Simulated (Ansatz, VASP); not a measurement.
**One calculation of TeBr6, two programs**

Contents of INCAR:

```
SYSTEM = TeBr6
PREC = Accurate ; ENCUT = 520
EDIFF = 1E-8 ; ISMEAR = -1
SIGMA = 0.02 ; LREAL = .FALSE.
LASPH = .TRUE. ; NELM = 100
ALGO = Normal ; ISIF = 2
LWAVE = .FALSE. ; LCHARG = .FALSE.
GGA = PE ; LEFG = .TRUE.
NBANDS = 61
```

File KPOINTS:

```
Automatic mesh
0
G
  4 4 3
  0 0 0
```

File POSCAR:

```
TeBr6
1.0
    7.4280410000      0.0000000000      0.0000000000
    0.0000000000      7.4280410000      0.0000000000
    0.0000000000      0.0000000000     11.0806000000
Te Br
2 12
Direct
    0.5000000000      0.5000000000      0.5000000000
    0.0000000000      0.0000000000      0.0000000000
    0.5000000000      0.5000000000      0.2683740000
    0.0000000000      0.0000000000      0.7683740000
    0.5000000000      0.5000000000      0.7316260000
    0.0000000000      0.0000000000      0.2316260000
    0.7809720000      0.7052570000      0.5000000000
    0.2190280000      0.2947430000      0.5000000000
    0.7190280000      0.2052570000      0.0000000000
    0.2809720000      0.7947430000      0.0000000000
    0.7052570000      0.2190280000      0.5000000000
    0.2947430000      0.7809720000      0.5000000000
    0.2052570000      0.2809720000      0.0000000000
    0.7947430000      0.7190280000      0.0000000000
```

Input for Ansatz:

```yaml
crystal:
  lattice:
    - [7.428041, 0.0, 0.0]
    - [0.0, 7.428041, 0.0]
    - [0.0, 0.0, 11.0806]
  atoms:
    - { symbol: Te, position: [0.5, 0.5, 0.5] }
    - { symbol: Te, position: [0.0, 0.0, 0.0] }
    - { symbol: Br, position: [0.5, 0.5, 0.268374] }
    - { symbol: Br, position: [0.0, 0.0, 0.768374] }
    - { symbol: Br, position: [0.5, 0.5, 0.731626] }
    - { symbol: Br, position: [0.0, 0.0, 0.231626] }
    - { symbol: Br, position: [0.780972, 0.705257, 0.5] }
    - { symbol: Br, position: [0.219028, 0.294743, 0.5] }
    - { symbol: Br, position: [0.719028, 0.205257, 0.0] }
    - { symbol: Br, position: [0.280972, 0.794743, 0.0] }
    - { symbol: Br, position: [0.705257, 0.219028, 0.5] }
    - { symbol: Br, position: [0.294743, 0.780972, 0.5] }
    - { symbol: Br, position: [0.205257, 0.280972, 0.0] }
    - { symbol: Br, position: [0.794743, 0.719028, 0.0] }
kpoints:
  mp_grid: { grid: [4, 4, 3] }
scf:
  occupations: { method: fermi_dirac, width: 0.02 }
hamiltonian:
  xc: pbe
  pseudopotentials: { kind: paw }
output:
  forces: true
  stress: true
  populations: true
  efg: { quadrupole_moments_barn: { Br: 0.2579 }, contact_densities: true }
  write_density: true
  write_potential: true
  elf: true
  volumetric_format: npy
```

The cell comes from a database or a generator and needn't be the stable form of this composition.

Alike in both runs: task electric field gradients; functional PBE; k mesh 4 × 4 × 3; occupations fermi-dirac, width 0.02 eV; no spin polarisation.

|  | VASP | Ansatz |
| --- | --- | --- |
| version | VASP 6.6.1 | Ansatz 0.2.0 |
| potentials or method | VASP PAW PBE potentials, release 64 (Te, Br) | plane-wave PAW, scalar-relativistic |
| plane-wave cutoff (eV) | 520 | 420 |
| valence electrons in the cell | 96 | 116 |

|  | VASP | Ansatz | Ansatz less VASP |
| --- | --- | --- | --- |
| pressure (GPa) | 0.2 | 0.2 | +0.03 |
| largest component of the traceless stress (GPa) | 0.21 | 0.21 | 0.000 |
| rms of the force components (eV/Å) | 0.056 | 0.061 | +0.0051 |
| Vzz of the field gradient on the site that differs most (V/Å²) | 697.9 | 723.8 | +25.92 |

Atom by atom the forces differ by 0.005 eV/Å (rms over components). The two sets of potentials don't hold the same shells in valence. Ansatz warned: «gradients_without_spin_orbit».

Spin-orbit coupling is left out, which matters for the levels of Te.
